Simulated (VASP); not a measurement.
Given:

```
CsBr
1.0
    4.37831     0.00000     0.00000
    0.00000     4.37831     0.00000
    0.00000     0.00000     4.37831
Cs Br
1 1
Cartesian
  0.00000   0.00000   0.00000
  2.18916   2.18916   2.18916
```

Calculation: PW91 GGA, VASP's PBE PAW potentials (set 64) (plane waves; VASP). Run with 520 eV cut-off, 7×7×7 Γ-centred mesh, tetrahedra with Blöchl corrections, potentials Cs_sv Br.

Unless said otherwise, spin-orbit coupling is left out, though it shifts the bands of the heavy elements here.

### Question
Estimate the energy per atom (σ→0), band gap (on the k-mesh) with the smallest direct gap where there is one.

### Answer

The band gap (on the k-mesh) is 4.30 eV, the smallest direct gap (on the k-mesh) is 4.30 eV and the energy per atom (σ→0) is -3.043 eV/atom.

Total energies compare only between runs with the same potentials, cut-off and functional.

The compound is CsBr in the CsCl type structure. It was relaxed first, which changed the volume by +6 %.
